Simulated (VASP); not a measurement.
Consider the following.

```yaml
crystal:
  lattice:
    - [0.00000, 1.92000, 1.92000]
    - [1.92000, 0.00000, 1.92000]
    - [1.92000, 1.92000, 0.00000]
  atoms:
    - { symbol: Ir, position: [0.00000, 0.00000, 0.00000] }
```

All values below come from PBE GGA, VASP's PBE PAW potentials (set 64) (plane waves; VASP). Run with 300 eV cut-off, 10×10×10 Γ-centred mesh, Fermi-Dirac smearing of 0.10 eV, potentials Ir.

At this cut-off the stress carries a Pulay error, which pulls relaxed volumes low. Unless said otherwise, spin-orbit coupling is left out, though it shifts the bands of the heavy elements here.

Problem. What does the run give for the energy per atom (σ→0), pressure, band gap (on the k-mesh) with the smallest direct gap where there is one?

Solution. 
```yaml
band gap (on the k-mesh): none (metal, semimetal or under 0.01 eV)
energy per atom (σ→0): -8.845 eV/atom
pressure: 8.76 GPa
```

Total energies compare only between runs with the same potentials, cut-off and functional.

The structure is a typed Ir crystal (Fm-3m). The cell was not relaxed at this level.
